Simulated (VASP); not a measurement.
Ca2C:

```
C Ca
1.0
     0.00000    3.12858    3.12858
     3.12858    0.00000    3.12858
     3.12858    3.12858    0.00000
C Ca
1 2
Cartesian
  0.0000 0.0000 0.0000
  1.5643 1.5643 1.5643
  4.6929 4.6929 4.6929
```

The cell was built by a generator and needn't be a form met in nature.

Program: VASP 6.6.1. Alike in all runs: task single point; potentials or basis VASP PAW PBE potentials, release 64 (C, Ca_sv); no spin polarisation; cell as given; cutoff (eV) 520.

Question: Order these runs on this cell by their band gap on the k mesh, lowest first.
A. level HSE06; k mesh 4 × 4 × 4; smearing gaussian 0.01 eV; exchange at q = 0 truncated; grid for exact exchange (PRECFOCK) Normal; screening parameter 0.2079 1/A; mesh quality coarse
B. level PBE-based screened hybrid; k mesh 4 × 4 × 4; smearing gaussian 0.01 eV; exchange at q = 0 truncated; grid for exact exchange (PRECFOCK) Normal; share of exact exchange 0.1; screening parameter 0.2078; mesh quality coarse
C. level PBE; k mesh 6 × 6 × 6; smearing gaussian 0.001 eV; mesh quality not flagged

Answer: C (0.20 eV), B (0.43 eV), A (0.82 eV).

Caveats: some runs use coarse meshes.

A k mesh can miss the band edges.

Not every run made on this cell is shown here.
